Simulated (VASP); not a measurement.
# MnAl15N16 (a cell with a defect) in VASP: a series of runs

The runs below take MnAl15N16 (a cell with a defect) through relaxation of the atoms, single point, with PBEsol+U.

Everything below comes from runs of VASP 6.6.1. Logs are shortened: lines on timing, memory, paths and dates and some standing lists are left out, and cuts for length are marked.

## (1) Starting point

The cell holds a defect, 32 atoms: a = 6.220 Å, b = 6.220 Å, c = 9.960 Å, α = 90.00°, β = 90.00°, γ = 120.00°.

## (2) Relaxation of the atoms, PBEsol+U, collinear spin, ferromagnetic start (atoms moved at random, drawn with an rms of 0.05 Å)

INCAR reads:

```
  PREC = Accurate
  ENCUT = 450
  EDIFF = 1E-5
  ISMEAR = 0
  SIGMA = 0.03
  LREAL = Auto
  LASPH = T
  NELM = 120
  ALGO = Normal
  ISIF = 2
  LWAVE = F
  LCHARG = F
  ISPIN = 2
  MAGMOM = 4 0 0 0 0 0 0 0 0 0 0 0 0 0 0 0 0 0 0 0 0 0 0 0 0 0 0 0 0 0 0 0
  LORBIT = 11
  NUPDOWN = 4
  LMAXMIX = 4
  LDAU = T
  LDAUTYPE = 2
  LDAUL = 2 -1 -1
  LDAUU = 3.5 0 0
  LDAUJ = 0 0 0
  LDAUPRINT = 1
  GGA = PS
  IBRION = 2
  NSW = 60
  EDIFFG = -0.03
  ISYM = 0
```

KPOINTS reads:

```
regular mesh
0
Gamma
  3 3 2
```

POSCAR reads:

```
MnAl15N16
1.0
    6.2200008610      0.0000000000      0.0000000000
   -3.1100004305      5.3866787572      0.0000000000
    0.0000000000      0.0000000000      9.9600000000
Mn Al N
1 15 16
Direct
    0.3384190000      0.1744420000      0.0045590000
    0.3341110000      0.1725660000      0.5013820000
    0.3226140000      0.6658720000     -0.0006800000
    0.3337270000      0.6749680000      0.4990290000
    0.8325480000      0.1694070000     -0.0030250000
    0.8297020000      0.1673040000      0.5042070000
    0.8265100000      0.6632340000     -0.0020270000
    0.8351750000      0.6667750000      0.4984150000
    0.1628350000      0.3275810000      0.2467850000
    0.1654720000      0.3246990000      0.7460290000
    0.1646820000      0.8282160000      0.2497300000
    0.1629070000      0.8336120000      0.7475640000
    0.6601980000      0.3280540000      0.2450410000
    0.6692220000      0.3330190000      0.7493750000
    0.6740210000      0.8386570000      0.2565160000
    0.6577360000      0.8294460000      0.7527480000
    0.3286790000      0.1645670000      0.1879600000
    0.3318940000      0.1615230000      0.6904540000
    0.3248550000      0.6661320000      0.1878120000
    0.3324880000      0.6671490000      0.6863990000
    0.8376570000      0.1684400000      0.1942590000
    0.8316300000      0.1613070000      0.6886090000
    0.8314300000      0.6550120000      0.1893730000
    0.8345520000      0.6735990000      0.6936160000
    0.1528360000      0.3214530000      0.4434510000
    0.1661570000      0.3309990000      0.9372660000
    0.1575330000      0.8229800000      0.4388020000
    0.1673370000      0.8371600000      0.9431110000
    0.6760560000      0.3324080000      0.4384000000
    0.6739600000      0.3341010000      0.9366660000
    0.6634430000      0.8238460000      0.4454360000
    0.6617330000      0.8196210000      0.9420960000
```

Potentials or basis: VASP PAW PBE potentials, release 64 (Mn_pv, Al, N).

Started as:

```sh
$ cat potpaw_PBE.64/Mn_pv/POTCAR potpaw_PBE.64/Al/POTCAR potpaw_PBE.64/N/POTCAR > POTCAR
$ mpirun -np 1 vasp_std > vasp.out
```

OUTCAR:

```text
PREC = Accurate
   ENCUT = 450
   EDIFF = 1E-5
   ISMEAR = 0
   LREAL = Auto
   LASPH = T
   NELM = 120
   ISIF = 2
   ISPIN = 2
   LORBIT = 11
   NUPDOWN = 4
   GGA = PS
   IBRION = 2
   NSW = 60
   EDIFFG = -0.03
   ISYM = 0

 ion  position               nearest neighbor table
   1  0.338  0.174  0.005-  17 1.83  26 1.89  28 1.92  30 1.93  13 2.96   9 2.99   7 3.04  11 3.07
                             5 3.09  14 3.10   3 3.11  10 3.11   3 3.12   5 3.13  12 3.15   7 3.18
   2  0.334  0.173  0.501-  25 1.87  18 1.88  29 1.95  27 1.98  10 2.99  12 3.06  14 3.06   9 3.09
                             4 3.09   8 3.10   6 3.10  13 3.10  11 3.12   6 3.12   8 3.13   4 3.13
   3  0.323  0.666  0.999-  28 1.85  19 1.88  26 1.91  32 1.92  11 3.03  16 3.05   9 3.07  12 3.07
                             5 3.07   7 3.08   1 3.11   1 3.12  10 3.12   7 3.14   5 3.15  15 3.19
   4  0.334  0.675  0.499-  27 1.85  31 1.86  20 1.87  25 1.98  11 3.03  15 3.03  12 3.05  16 3.07
                             6 3.07   8 3.08   2 3.09  10 3.10   2 3.13   9 3.13   8 3.14   6 3.15
   5  0.833  0.169  0.997-  30 1.84  26 1.89  32 1.96  21 1.97  14 3.03  16 3.04  13 3.05   9 3.06
                             3 3.07  10 3.08   1 3.09   7 3.09   7 3.13   1 3.13  15 3.14   3 3.15
   6  0.830  0.167  0.504-  22 1.84  29 1.84  25 1.84  31 1.94  14 3.01  10 3.01  15 3.04  16 3.07
                             4 3.07   8 3.09   2 3.10   2 3.12   9 3.13   8 3.13  13 3.14   4 3.15
   7  0.827  0.663  0.998-  32 1.82  30 1.88  23 1.91  28 1.92  16 3.04   1 3.04  14 3.05  13 3.05
                             3 3.08  12 3.08   5 3.09  11 3.10  15 3.12   5 3.13   3 3.14   1 3.18
   8  0.835  0.667  0.498-  27 1.84  31 1.85  29 1.90  24 1.94  15 3.00  12 3.05  11 3.05   4 3.08
                            14 3.08   6 3.09   2 3.10  13 3.11   2 3.13  16 3.13   6 3.13   4 3.14
   9  0.163  0.328  0.247-  21 1.83  17 1.87  19 1.92  25 1.96   1 2.99  15 3.04   5 3.06   3 3.07
[... 17 lines left out ...]
  19  0.325  0.666  0.188-  11 1.84   3 1.88   9 1.92  15 2.00
  20  0.332  0.667  0.686-   4 1.87  16 1.87  12 1.91  10 1.94
  21  0.838  0.168  0.194-   9 1.83  15 1.88  13 1.89   5 1.97
  22  0.832  0.161  0.689-   6 1.84  10 1.89  16 1.90  14 1.90
[... 8 lines left out ...]
  31  0.663  0.824  0.445-   8 1.85   4 1.86  15 1.88   6 1.94
  32  0.662  0.820  0.942-   7 1.82  16 1.89   3 1.92   5 1.96

IMPORTANT INFORMATION: All symmetrisations will be switched off!
NOSYMM: (Re-)initialisation of all symmetry stuff for point group C_1.

----------------------------------------------------------------------------------------

                                     Primitive cell

  volume of cell :     333.7113

  direct lattice vectors                    reciprocal lattice vectors
     6.220000861  0.000000000  0.000000000     0.160771682  0.092821574  0.000000000
    -3.110000430  5.386678757  0.000000000     0.000000000  0.185643148  0.000000000
     0.000000000  0.000000000  9.960000000     0.000000000  0.000000000  0.100401606

[... 541 lines left out ...]
  o =  0.8072  v =  0.8187  0.0264  0.0198 -0.5718 -0.0420  0.0000  0.0000  0.0000  0.0000  0.0000      0.0000  0.0000  0.0000  0.0000  0.0000  0.0000  0.0000  0.0000  0.0000  0.0000
  o =  0.9186  v = -0.0227  0.0357  0.9956  0.0096 -0.0829  0.0000  0.0000  0.0000  0.0000  0.0000      0.0000  0.0000  0.0000  0.0000  0.0000  0.0000  0.0000  0.0000  0.0000  0.0000
  o =  0.9441  v = -0.5681 -0.1043 -0.0076 -0.8129 -0.0747  0.0000  0.0000  0.0000  0.0000  0.0000      0.0000  0.0000  0.0000  0.0000  0.0000  0.0000  0.0000  0.0000  0.0000  0.0000
  o =  0.9444  v = -0.0723  0.8204  0.0164 -0.1060  0.5570  0.0000  0.0000  0.0000  0.0000  0.0000      0.0000  0.0000  0.0000  0.0000  0.0000  0.0000  0.0000  0.0000  0.0000  0.0000

--------------------------------------- Ionic step       12  -------------------------------------------

 number of electron     137.9999997 magnetization       4.0000001

 Free energy of the ion-electron system (eV)
  ---------------------------------------------------
  ext. energy  EPLUGINS =         0.00000000
  ---------------------------------------------------
  free energy    TOTEN  =      -250.39628713 eV

  energy without entropy =     -250.39561040  energy(sigma->0) =     -250.39594877

 E-fermi :   6.2402     XC(G=0): -11.1869

 val. band max:        7.0580421827   @ k =   0.3333   0.3333   0.0000
 cond. band min:       7.1254220388   @ k =   0.3333   0.3333   0.5000
 fundamental gap:      0.0673798561
 Fermi energy:         7.0936073540

 spin component 1

 k-point     1 :       0.0000    0.0000    0.0000
  band No.  band energies     occupation
      1     -42.5483      1.00000
      2     -42.5287      1.00000
      3     -42.4086      1.00000
      4      -9.1077      1.00000
      5      -8.2400      1.00000
      6      -8.1835      1.00000
[... 829 lines left out ...]
     80      12.7642      0.00000
     81      13.1569      0.00000
 Fermi energy:         6.2401586908

 spin component 2

 k-point     1 :       0.0000    0.0000    0.0000
  band No.  band energies     occupation
      1     -38.4188      1.00000
      2     -38.3809      1.00000
      3     -38.1346      1.00000
      4      -9.1050      1.00000
      5      -8.2391      1.00000
      6      -8.1819      1.00000
[... 829 lines left out ...]
     80      12.9453      0.00000
     81      13.2524      0.00000
 [bands above 81 left out]

------------------------ aborting loop because EDIFF is reached ----------------------------------------

  FORCE on cell =-STRESS in cart. coord.  units (eV):
  Direction    XX          YY          ZZ          XY          YZ          ZX
  --------------------------------------------------------------------------------------
  -------------------------------------------------------------------------------------
  Total        3.3918969      3.5093586      5.2006183     -0.0004340     -0.1899724     -0.0440476
  in kB       16.2847978     16.8487418     24.9686295     -0.0020836     -0.9120742     -0.2114763
  external PRESSURE =      19.3673897 kB  Pullay stress =       0.0000000 kB
[... 47 lines left out ...]
  FREE ENERGIE OF THE ION-ELECTRON SYSTEM (eV)
  ---------------------------------------------------
  free  energy   TOTEN  =      -250.3962871338 eV

  energy  without entropy=     -250.3956104037  energy(sigma->0) =     -250.39594877

 reached required accuracy - stopping structural energy minimisation

 total charge

# of ion       s       p       d       tot
------------------------------------------
    1        0.350   6.356   4.956  11.662
    2        0.369   0.442   0.000   0.811
    3        0.371   0.449   0.000   0.820
    4        0.371   0.449   0.000   0.820
    5        0.371   0.448   0.000   0.819
    6        0.371   0.449   0.000   0.820
[... 24 lines left out ...]
   31        1.223   2.619   0.000   3.843
   32        1.223   2.614   0.000   3.838
--------------------------------------------------
tot         25.527  54.768   4.956  85.252

 magnetization (x)

# of ion       s       p       d       tot
------------------------------------------
    1        0.027   0.047   3.849   3.923
    2        0.000   0.001   0.000   0.001
    3        0.004   0.004   0.000   0.008
    4        0.000   0.000   0.000   0.000
    5        0.004   0.004   0.000   0.008
    6        0.000   0.000   0.000   0.000
[... 24 lines left out ...]
   31        0.000   0.001   0.000   0.001
   32        0.000   0.001   0.000   0.001
--------------------------------------------------
tot          0.052  -0.145   3.849   3.756
```

CONTCAR:

```text
MnAl15N16
   1.00000000000000
     6.2200008609999999    0.0000000000000000    0.0000000000000000
    -3.1100004305000000    5.3866787572000003    0.0000000000000000
     0.0000000000000000    0.0000000000000000    9.9600000000000009
  Mn              Al              N
     1    15    16
Direct
     0.3330762431562962    0.1665365158175536    0.9988610510920432
     0.3313572208112633    0.1643033741996893    0.4979386567749268
     0.3331274333893787    0.6661599404551435    0.0009877170846558
     0.3316748130877128    0.6647845289027577    0.4995214817860239
     0.8315431947616121    0.1640093261820185    0.0005982241232245
     0.8309059247137907    0.1634104646648475    0.4994136625136762
[... 24 lines left out ...]
     0.6642219068083092    0.8306806496475074    0.4398534872108313
     0.6651599276691225    0.8318483339827065    0.9406849958536884

  0.00000000E+00  0.00000000E+00  0.00000000E+00
  0.00000000E+00  0.00000000E+00  0.00000000E+00
  0.00000000E+00  0.00000000E+00  0.00000000E+00
  0.00000000E+00  0.00000000E+00  0.00000000E+00
  0.00000000E+00  0.00000000E+00  0.00000000E+00
  0.00000000E+00  0.00000000E+00  0.00000000E+00
[... 24 lines left out ...]
  0.00000000E+00  0.00000000E+00  0.00000000E+00
  0.00000000E+00  0.00000000E+00  0.00000000E+00
```

It took 58 min on 1 thread of Intel Xeon 6975P-C (Granite Rapids), shared host; peak memory 0.71 GiB.

What came out:

```
Free energy                                           : -250.3963 eV
Energy gained by relaxing                             : 35.7 meV/atom
Ionic steps                                           : 12
Largest force after relaxing                          : 0.030 eV/Å
Net moment                                            : 4.00 μB per cell
Site moments                                          : Mn +3.92; Al +0.00, +0.01; N +0.00, +0.01, -0.00, -0.08, -0.07 μB
Valence electrons inside the program's atomic spheres : Mn 11.66; Al 0.81, 0.82; N 3.82, 3.83, 3.84, 3.85, 3.81, 3.80
```

Forces on the atoms (eV/Å):
```
Mn  -0.014 -0.025 -0.009
Al  -0.010  0.010 -0.010
Al   0.002 -0.007 -0.021
Al   0.006 -0.002  0.004
Al   0.000  0.000 -0.005
Al   0.003  0.003  0.011
Al   0.014 -0.003 -0.004
Al   0.002 -0.003  0.009
Al  -0.006  0.025 -0.006
Al  -0.003 -0.003  0.010
Al   0.005 -0.020 -0.002
Al   0.004 -0.025  0.010
Al   0.014  0.017 -0.009
Al  -0.006  0.006  0.006
Al   0.015  0.020 -0.012
Al   0.006  0.006  0.025
N   -0.003  0.009  0.013
N   -0.005 -0.004  0.008
N    0.010  0.002 -0.008
N    0.020  0.002  0.005
N   -0.011  0.018 -0.006
N   -0.005  0.000  0.010
N   -0.001  0.002 -0.009
N   -0.020  0.005  0.007
N   -0.010 -0.006 -0.007
N   -0.001 -0.013  0.007
N    0.010 -0.003 -0.003
N   -0.001 -0.017 -0.011
N    0.007  0.005 -0.008
N   -0.013 -0.016  0.017
N    0.000  0.012 -0.008
N   -0.009  0.005 -0.003
```

The path:
```tsv
step	energy change (eV)	largest force (eV/Å)	pressure (GPa)
1	0.0000	2.2949	2.63
2	-0.9271	0.9231	2.02
3	-0.9978	0.6571	1.94
4	-1.0976	0.3229	1.91
5	-1.0980	0.3078	1.94
6	-1.1269	0.2255	1.93
7	-1.1272	0.2354	1.95
8	-1.1364	0.1069	1.93
9	-1.1365	0.1163	1.94
10	-1.1399	0.0528	1.94
11	-1.1400	0.0588	1.94
12	-1.1411	0.0300	1.94
```

Final structure:
```cif
data_structure
_symmetry_space_group_name_H-M 'P 1'
_symmetry_Int_Tables_number 1
_cell_length_a 6.2200
_cell_length_b 6.2200
_cell_length_c 9.9600
_cell_angle_alpha 90.000
_cell_angle_beta 90.000
_cell_angle_gamma 120.000
_cell_volume 333.71
loop_
_atom_site_label
_atom_site_type_symbol
_atom_site_fract_x
_atom_site_fract_y
_atom_site_fract_z
_atom_site_occupancy
Mn1 Mn 0.33308 0.16654 0.99886 1
Al1 Al 0.33136 0.16430 0.49794 1
Al2 Al 0.33313 0.66616 0.00099 1
Al3 Al 0.33167 0.66478 0.49952 1
Al4 Al 0.83154 0.16401 0.00060 1
Al5 Al 0.83091 0.16341 0.49941 1
Al6 Al 0.83134 0.66611 0.00078 1
Al7 Al 0.83081 0.66474 0.49949 1
Al8 Al 0.16354 0.33067 0.25166 1
Al9 Al 0.16463 0.33264 0.74654 1
Al10 Al 0.16353 0.82967 0.25166 1
Al11 Al 0.16475 0.83127 0.74681 1
Al12 Al 0.66508 0.33072 0.25162 1
Al13 Al 0.66697 0.33251 0.74642 1
Al14 Al 0.66376 0.83014 0.24992 1
Al15 Al 0.66484 0.83143 0.74913 1
N1 N 0.33071 0.16355 0.20145 1
N2 N 0.33221 0.16552 0.68956 1
N3 N 0.33022 0.66359 0.19119 1
N4 N 0.33300 0.66610 0.68927 1
N5 N 0.83097 0.16381 0.19098 1
N6 N 0.83109 0.16312 0.68913 1
N7 N 0.83081 0.66354 0.19109 1
N8 N 0.83133 0.66603 0.68925 1
N9 N 0.16389 0.33180 0.44201 1
N10 N 0.15928 0.33897 0.93642 1
N11 N 0.16350 0.82943 0.44196 1
N12 N 0.15946 0.82037 0.93706 1
N13 N 0.66614 0.33164 0.44198 1
N14 N 0.67919 0.33907 0.93612 1
N15 N 0.66422 0.83068 0.43985 1
N16 N 0.66516 0.83185 0.94068 1
```

Eigenvalues of the final occupation matrices:
```csv
site,spin,trace,eigenvalues
site 1 d,1,4.42,0.81 0.81 0.92 0.94 0.94
site 1 d,2,0.56,0.05 0.05 0.15 0.16 0.16
```

Caveat: the k mesh is coarse (spacing up to 0.39 Å⁻¹), so the values aren't converged; the cutoff is under 1.25 times the usual one of these potentials, so pressure, stress and relaxed cells hold a basis-set (Pulay) error; the PAW data sets were made with another functional, which shifts forces and pressure a little; the total moment is fixed, so each spin has its own Fermi level; only a ferromagnetic start was run, and an antiferromagnetic order may lie lower in energy.

[end of part 1 of 2]
